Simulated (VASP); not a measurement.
**A VASP study of In (PBEsol): structure first, properties next**

Wanted: the relaxed cell of In and its properties. The steps: relaxing cell and atoms (PBEsol), second relaxation, single point with fields (PBEsol), band structure (PBEsol), density of states (PBEsol), volume scan with PBEsol, fit for PBEsol and field gradients at the nuclei (PBEsol). The start is a cell from a database of measured crystal structures.

Main program and level: VASP 6.6.1; PBEsol; plane waves and PAW (In_d).

This is a report of a sequence of runs, with most program output left out.

**1. The starting structure**

Before any relaxation, the start is as follows. Symmetry: I4/mmm, No. 139, tetragonal system. The conventional cell has a = 3.251 Å, b = 3.251 Å, c = 4.947 Å, α = 90.00°, β = 90.00°, γ = 90.00°. In has 12 In at 3.25 to 3.38 Å nearest.

**2. Relaxing cell and atoms (PBEsol)**

Properties are meant for the cell that this level of theory prefers, so cell and atoms are relaxed first (ISIF = 3) until forces and stress are small; EDIFFG sets the threshold. PBEsol restores the gradient expansion of exchange and is tuned for the cells of solids.

INCAR

```
SYSTEM = In
PREC = Accurate
ENCUT = 400
EDIFF = 1E-06
NELM = 100
ISMEAR = 1
SIGMA = 0.2
LREAL = .FALSE.
ALGO = Normal
GGA = PS
NBANDS = 12
LORBIT = 11
LWAVE = .FALSE.
LCHARG = .FALSE.
KPAR = 2
IBRION = 2
NSW = 60
ISIF = 3
EDIFFG = -0.01
```

POSCAR

```
In
1.0
   -1.6254700000      1.6254700000      2.4737000000
    1.6254700000     -1.6254700000      2.4737000000
    1.6254700000      1.6254700000     -2.4737000000
In
1
Direct
    0.0000000000      0.0000000000      0.0000000000
```

KPOINTS

```
Automatic mesh
0
Gamma
11 11 11
0 0 0
```

PAW data sets: In_d (PBE family, release 64).

On the command line:

```console
mpirun -np 2 vasp_std
```

It took 23 s on 2 MPI ranks of Intel Xeon 6975P-C (Granite Rapids), shared host; peak memory 0.29 GiB.

This run has no spin polarisation. Its electron count is odd, so without a moment it is a metal by construction. The k-mesh is coarse for a metal. The PAW data sets were made with PBE, which is usual practice but a small mismatch for other functionals. The run keeps the 16 symmetry operations of its start, so it cannot find a distortion of lower symmetry.

Step by step:

```csv
step,energy less that of the first step (eV),largest force (eV/Å),pressure (GPa),volume (Å³)
1,0.0000,0.0000,-0.96,26.14
2,-0.0021,0.0000,0.00,25.56
3,-0.0021,0.0000,0.09,25.52
4,-0.0026,0.0000,0.02,25.49
5,-0.0037,0.0000,0.20,25.40
6,-0.0037,0.0000,0.27,25.39
7,-0.0037,0.0000,-0.26,25.64
8,-0.0038,0.0000,-0.05,25.51
9,-0.0038,0.0000,0.05,25.49
10,-0.0038,0.0000,0.04,25.49
```

```csv
"conventional cell, symmetrised",before,after,change
a (Å),3.251,3.260,+0.3 %
b (Å),3.251,3.260,+0.3 %
c (Å),4.947,4.798,-3.0 %
volume (Å³/atom),26.14,25.49,-2.5 %
```

The relaxed structure:

```xyz
1
Lattice="-1.6300 1.6300 2.3988 1.6300 -1.6300 2.3988 1.6300 1.6300 -2.3988" Properties=species:S:1:pos:R:3 pbc="T T T"
In    0.0000    0.0000    0.0000
```

This step gave:

| Item | Value |
| --- | --- |
| electrons | 13 |
| bands | 12 |
| irreducible k-points | 126 |
| symmetry operations | 16 |
| free energy (TOTEN) | -2.984 eV |
| energy at zero smearing | -2.984 eV |
| Fermi energy | 7.663 eV |
| pressure | 0.04005 GPa |
| metallic | yes |
| SCF cycles over all ionic steps | 55 |

It ends with forces that vanish by symmetry and a pressure of 0.04 GPa. The volume lies -2.5 % from that of the database's start, which holds the thermal and zero-point expansion of its experiment.

**3. Second relaxation**

A relaxation keeps the plane waves of the cell it began with, so it is repeated from the new cell, on a basis made for it.

INCAR is that of step 2.

POSCAR

```
In
1.0
   -1.6299713492      1.6299713492      2.3988023997
    1.6299713492     -1.6299713492      2.3988023997
    1.6299713492      1.6299713492     -2.3988023997
In
1
Direct
    0.0000000000      0.0000000000      0.0000000000
```

KPOINTS is that of step 2.

On the command line:

```console
mpirun -np 2 vasp_std
```

The job ended after 4.4 s (2 MPI ranks; peak memory 0.27 GiB).

Little changed from the start: no atom moved by 0.005 Å and no cell edge by 0.1 %.

Numbers from this step:

```yaml
pressure: 0.02540 GPa
scf_cycles_over_all_ionic_steps: 10
```

It ends with forces that vanish by symmetry and a pressure of 0.03 GPa. The volume moved by under 0.01 %: the run met its threshold at the first step.

**4. Single point with fields (PBEsol)**

A single point on the relaxed cell gives a clean self-consistent state, with density, ELF and potential written out.

INCAR, as its differences from that of step 3:

```diff
@@ -13,7 +13,5 @@
 LWAVE = .FALSE.
-LCHARG = .FALSE.
-KPAR = 2
-IBRION = 2
-NSW = 60
-ISIF = 3
-EDIFFG = -0.01
+LCHARG = .TRUE.
+ISIF = 2
+LELF = .TRUE.
+LVHAR = .TRUE.
```

POSCAR is that of step 3.

KPOINTS is that of step 3.

On the command line:

```console
mpirun -np 2 vasp_std
```

Wall time 5 s (2 MPI ranks); peak memory 0.24 GiB.

This step gave:

| Quantity | Value |
| --- | --- |
| SCF cycles | 10 |

Valence electrons inside each PAW sphere by angular momentum. Sphere charges, by row:

```csv
atom,s (e),p (e),d (e),tot (e)
In1,0.992,0.507,9.852,11.35
```

Electrostatic potential energy in the ac plane of the conventional cell at fractional y = 0.000, with atoms of In within 0.2 Å of it. With pseudopotentials it is smooth inside the atoms' cores, unlike the true potential.

Ten even steps from '0' (-89 eV) to '9' (3 eV), each cell a mean:
```
00257999997410
01368999997521
44689999999754
67899999999987
99999999999999
99999999999999
99999999999999
99999999999999
99999999999999
99999999999999
99999999999999
99999999999999
99999999999999
99999999999999
99999999999999
88999999999988
45689999999865
12468999998632
00257999997410
00147999996300
```
Columns run along a (3.3 Å; values clipped at the 3rd and 97th percentile), rows up along c (4.8 Å), edges of the conventional cell, whose origin can differ from the input's. Atoms in or near the plane, at fractional coordinates: In at (0.00, 0.00).

ELF in the ac plane of the conventional cell at fractional y = 0.000, with atoms of In within 0.2 Å of it. It is the smooth field of the valence electrons, not physical close to the nuclei.

Values, 20 rows by 14 columns, each cell a mean:
```
0.07 0.05 0.13 0.28 0.33 0.28 0.28 0.29 0.28 0.30 0.34 0.24 0.09 0.04
0.07 0.10 0.21 0.31 0.32 0.28 0.28 0.29 0.28 0.28 0.33 0.30 0.17 0.09
0.23 0.26 0.31 0.32 0.29 0.28 0.28 0.28 0.28 0.27 0.30 0.33 0.30 0.25
0.32 0.32 0.31 0.29 0.27 0.28 0.27 0.26 0.27 0.28 0.27 0.30 0.32 0.32
0.28 0.28 0.27 0.26 0.27 0.27 0.26 0.26 0.26 0.27 0.27 0.26 0.27 0.28
0.25 0.25 0.25 0.25 0.26 0.26 0.26 0.26 0.26 0.25 0.26 0.25 0.25 0.25
0.20 0.20 0.21 0.22 0.24 0.26 0.27 0.27 0.26 0.25 0.23 0.22 0.21 0.20
0.15 0.16 0.18 0.21 0.24 0.26 0.28 0.28 0.27 0.25 0.23 0.20 0.17 0.15
0.11 0.13 0.16 0.20 0.24 0.27 0.29 0.29 0.28 0.26 0.23 0.19 0.15 0.12
0.10 0.12 0.16 0.20 0.24 0.27 0.29 0.29 0.29 0.26 0.23 0.19 0.14 0.11
0.11 0.12 0.16 0.20 0.24 0.27 0.29 0.29 0.28 0.26 0.23 0.19 0.15 0.12
0.13 0.14 0.17 0.20 0.24 0.27 0.28 0.29 0.28 0.26 0.23 0.19 0.16 0.14
0.19 0.19 0.20 0.22 0.24 0.26 0.27 0.27 0.27 0.25 0.23 0.21 0.20 0.19
0.24 0.24 0.24 0.24 0.25 0.25 0.26 0.26 0.26 0.25 0.25 0.24 0.24 0.24
0.27 0.27 0.26 0.26 0.27 0.26 0.26 0.26 0.26 0.27 0.27 0.26 0.26 0.27
0.32 0.32 0.29 0.27 0.27 0.27 0.26 0.26 0.27 0.27 0.27 0.28 0.30 0.31
0.27 0.29 0.33 0.32 0.28 0.28 0.28 0.27 0.28 0.28 0.29 0.32 0.31 0.28
0.12 0.16 0.26 0.34 0.31 0.28 0.29 0.28 0.28 0.28 0.32 0.31 0.22 0.14
0.05 0.04 0.15 0.29 0.33 0.28 0.28 0.29 0.28 0.29 0.33 0.25 0.10 0.05
0.21 0.04 0.10 0.26 0.34 0.28 0.28 0.29 0.28 0.30 0.33 0.22 0.06 0.05
```
Columns run along a (3.3 Å), rows up along c (4.8 Å), edges of the conventional cell, whose origin can differ from the input's. Atoms in or near the plane, at fractional coordinates: In at (0.00, 0.00).

Valence density in the ac plane of the conventional cell at fractional y = 0.000, with atoms of In within 0.2 Å of it. It is the smooth field of the valence electrons, not physical close to the nuclei.

Ten steps, logarithmic in the rise over the least value, from '_' (0 e/Å³) to '@' (11 e/Å³), each cell a mean:
```
@@@@##++--::......::==**%%@@
%%%%**==--........::--++##%%
****==--::....__....::--++**
==----::....______....::--==
::::......__________......::
......__________________....
____________________________
______________..____________
____________......__________
__________........__________
__________........__________
____________......__________
____________________________
____________________________
..........__________........
----::......______....::::--
**++==--::....__....::--==++
####**==::........::--==**##
@@@@##++--::......::==**%%@@
@@@@%%**--::......::==**%%@@
```
Columns run along a (3.3 Å), rows up along c (4.8 Å), edges of the conventional cell, whose origin can differ from the input's. Atoms in or near the plane, at fractional coordinates: In at (0.00, 0.00).

In this run the pressure is 0.03 GPa, small enough to go on.

**5. Band structure (PBEsol)**

Levels along the symmetry lines show where the bands peak and cross; KPOINTS_OPT computes them in the converged potential.

INCAR

```
SYSTEM = In
PREC = Accurate
ENCUT = 400
EDIFF = 1E-06
NELM = 100
ISMEAR = 1
SIGMA = 0.2
LREAL = .FALSE.
ALGO = Normal
GGA = PS
NBANDS = 17
LORBIT = 11
LWAVE = .FALSE.
LCHARG = .FALSE.
KPAR = 2
```

POSCAR is that of step 4.

KPOINTS is that of step 4.

KPOINTS_OPT

```
Line mode
16
Line-mode
Reciprocal
  0.00000000   0.00000000   0.00000000 GAMMA
  0.00000000   0.00000000   0.50000000 X

  0.00000000   0.00000000   0.50000000 X
 -0.23085591   0.23085591   0.50000000 Y

 -0.23085591   0.23085591   0.50000000 Y
 -0.36542795   0.36542795   0.36542795 S

 -0.36542795   0.36542795   0.36542795 S
  0.00000000   0.00000000   0.00000000 GAMMA

  0.00000000   0.00000000   0.00000000 GAMMA
  0.50000000   0.50000000  -0.50000000 Z

  0.50000000   0.50000000  -0.50000000 Z
  0.36542795   0.63457205  -0.36542795 S1

  0.36542795   0.63457205  -0.36542795 S1
  0.00000000   0.50000000   0.00000000 N

  0.00000000   0.50000000   0.00000000 N
  0.25000000   0.25000000   0.25000000 P

  0.25000000   0.25000000   0.25000000 P
  0.50000000   0.50000000  -0.23085591 Y1

  0.50000000   0.50000000  -0.23085591 Y1
  0.50000000   0.50000000  -0.50000000 Z

  0.00000000   0.00000000   0.50000000 X
  0.25000000   0.25000000   0.25000000 P
```

On the command line:

```console
mpirun -np 2 vasp_std
```

Elapsed: 11 s, on 2 MPI ranks; peak memory 0.33 GiB.

Spin-orbit coupling is off here; with elements this heavy it splits and shifts levels by tenths of an eV or more.

Numbers from this step:

```
bands    : 17
pressure : 0.03199 GPa
```

Electronic bands along the path, in eV, zero at the Fermi level; # counts the bands kept:

```csv
point,#1,#2,#3,#4
Γ,-9.76,10.75,10.75,10.85
0.47 of the way,-8.07,6.38,6.53,7.08
X,-2.18,-1.83,3.78,4.00
0.53 of the way,-1.65,-1.61,2.08,2.21
Y,-1.59,-0.25,-0.04,1.33
0.47 of the way,-2.06,-0.90,-0.12,3.12
S,-2.31,-1.26,-0.36,5.73
0.47 of the way,-7.38,3.03,3.62,10.18
Γ,-9.76,10.75,10.75,10.85
0.47 of the way,-8.20,6.45,6.81,6.81
Z,-2.59,-2.54,4.44,4.44
0.53 of the way,-2.36,-2.20,1.95,4.82
S1,-2.31,-1.26,-0.36,5.73
0.53 of the way,-3.89,-2.86,4.13,7.52
N,-4.36,-3.52,8.10,8.97
0.47 of the way,-3.65,-2.57,4.49,5.57
P,-1.35,-0.13,-0.13,1.56
0.53 of the way,-1.93,-1.15,0.08,4.82
Y1,-1.59,-0.25,-0.04,1.33
0.47 of the way,-2.17,-1.82,2.10,2.46
Z,-2.59,-2.54,4.44,4.44
jump to X,-2.18,-1.83,3.78,4.00
0.53 of the way,-1.60,-1.57,1.91,2.44
P,-1.35,-0.13,-0.13,1.56
```

There is no gap at this level.

**6. Density of states (PBEsol)**

Here the states are counted by energy and projected on the atoms. The mesh is finer than in the run before.

INCAR, as its differences from that of step 5:

```diff
@@ -5,3 +5,3 @@
 NELM = 100
-ISMEAR = 1
+ISMEAR = -5
 SIGMA = 0.2
@@ -15 +15,2 @@
 KPAR = 2
+NEDOS = 2001
```

POSCAR is that of step 5.

KPOINTS

```
Automatic mesh
0
Gamma
17 17 17
0 0 0
```

On the command line:

```console
mpirun -np 2 vasp_std
```

Run time: 20 s. Hardware: 2 MPI ranks; peak memory 0.44 GiB; 39 s of CPU time.

With tetrahedra the forces and stress of a metal are not exact derivatives of the energy.

Numbers from this step:

* SCF cycles: 11
* irreducible k-points: 405
* free energy (TOTEN): -2.983 eV
* Fermi energy: 7.677 eV
* pressure: 0.1728 GPa
* DOS at the Fermi level: 0.3780 states/eV/cell

States under -12.0 eV and over 2.0 eV are left out. The density of states by energy, zero at the Fermi level; read off at these points; values in states/eV/cell:

```csv
energy (eV),total,In p,In s,In d
-10.0,0,0,0,0
-9.5,0.0752,8.6e-4,0.0363,0
-9.0,0.129,0.00372,0.0603,2.6e-4
-8.5,0.167,0.00737,0.0751,7.2e-4
-8.0,0.196,0.0118,0.0853,0.0013
-7.5,0.221,0.0165,0.0933,0.0021
-7.0,0.246,0.0214,0.101,0.00305
-6.5,0.268,0.0264,0.108,0.00400
-6.0,0.289,0.0314,0.114,0.0051
-5.5,0.313,0.0359,0.123,0.00639
-5.0,0.340,0.0397,0.135,0.00799
-4.5,0.417,0.0444,0.176,0.0117
-4.0,0.385,0.0423,0.165,0.0106
-3.5,0.333,0.0385,0.144,0.00878
-3.0,0.369,0.0616,0.133,0.00827
-2.5,0.398,0.0773,0.128,0.00887
-2.0,0.335,0.0800,0.0829,0.00857
-1.5,0.349,0.105,0.0482,0.0109
-1.0,0.558,0.174,0.0773,0.0174
-0.5,0.488,0.147,0.0805,0.0158
0.0,0.379,0.110,0.0702,0.0130
0.5,0.500,0.154,0.0746,0.0209
1.0,0.491,0.156,0.0670,0.0220
1.5,0.483,0.158,0.0603,0.0231
```

The finer mesh and the other smearing move the Fermi level by +0.01 eV from the 11×11×11 run, a small shift, which tests the Fermi level alone. Of the states within 0.3 eV of the Fermi level, the largest shares in the PAW spheres are In p 29 % and In s 18 %. The rest lies in smaller channels or between the spheres.

**7. Volume scan with PBEsol, volume scale 0.94**

An equation of state needs energies on both sides of the minimum, all on one mesh and cutoff.

INCAR

```
SYSTEM = In
PREC = Accurate
ENCUT = 400
EDIFF = 1E-06
NELM = 100
ISMEAR = 1
SIGMA = 0.2
LREAL = .FALSE.
ALGO = Normal
GGA = PS
NBANDS = 12
LORBIT = 11
LWAVE = .FALSE.
LCHARG = .FALSE.
KPAR = 2
ISIF = 2
```

POSCAR

```
In
1.0
   -1.5966972913      1.5966972913      2.3498335083
    1.5966972913     -1.5966972913      2.3498335083
    1.5966972913      1.5966972913     -2.3498335083
In
1
Direct
    0.0000000000      0.0000000000      0.0000000000
```

KPOINTS

```
Automatic mesh
0
Gamma
11 11 11
0 0 0
```

On the command line:

```console
mpirun -np 2 vasp_std
```

Wall time 4.4 s (2 MPI ranks); peak memory 0.27 GiB.

The scan keeps the cell's shape and the fractional positions fixed.

Numbers from this step:

- SCF cycles: 10
- bands: 12
- irreducible k-points: 126
- free energy (TOTEN): -2.968 eV
- energy at zero smearing: -2.967 eV
- Fermi energy: 8.415 eV
- pressure: 3.369 GPa

The pressure here is 3.37 GPa.

**8. Volume scan with PBEsol, volume scale 0.96**

INCAR is that of step 7.

POSCAR

```
In
1.0
   -1.6079420089      1.6079420089      2.3663821768
    1.6079420089     -1.6079420089      2.3663821768
    1.6079420089      1.6079420089     -2.3663821768
In
1
Direct
    0.0000000000      0.0000000000      0.0000000000
```

KPOINTS is that of step 7.

On the command line:

```console
mpirun -np 2 vasp_std
```

Wall time 4.4 s (2 MPI ranks); peak memory 0.27 GiB; 7.6 s of CPU time.

This step gave:

```
free energy (TOTEN)     : -2.977 eV
energy at zero smearing : -2.976 eV
Fermi energy            : 8.152 eV
pressure                : 2.124 GPa
```

The pressure falls from 3.37 to 2.12 GPa.

The run ends at a pressure of 2.12 GPa.

**9. Volume scan with PBEsol, volume scale 0.98**

INCAR is that of step 8.

POSCAR

```
In
1.0
   -1.6190316146      1.6190316146      2.3827025696
    1.6190316146     -1.6190316146      2.3827025696
    1.6190316146      1.6190316146     -2.3827025696
In
1
Direct
    0.0000000000      0.0000000000      0.0000000000
```

KPOINTS is that of step 8.

On the command line:

```console
mpirun -np 2 vasp_std
```

Elapsed: 4.6 s, on 2 MPI ranks; peak memory 0.28 GiB.

The pressure falls from 2.12 to 1.02 GPa.

The run ends at a pressure of 1.02 GPa.

(Part 1 of 2 ends here.)

[Lines on the potential files, build, host, timing and source positions are cut from VASP's logs without a mark.]

[Logs are printed without paths, hosts, clocks, repeated set-up lines and the standing remarks that a program may print on its own settings, such as how far it seeks lower states.]

[Hosts, paths, dates, database ids (printed as entryN), source tags and the programs' standing remarks are cut or masked in the printed files.]

[A measured line is paired with the nearest computed mode of its activity, which favours agreement.]
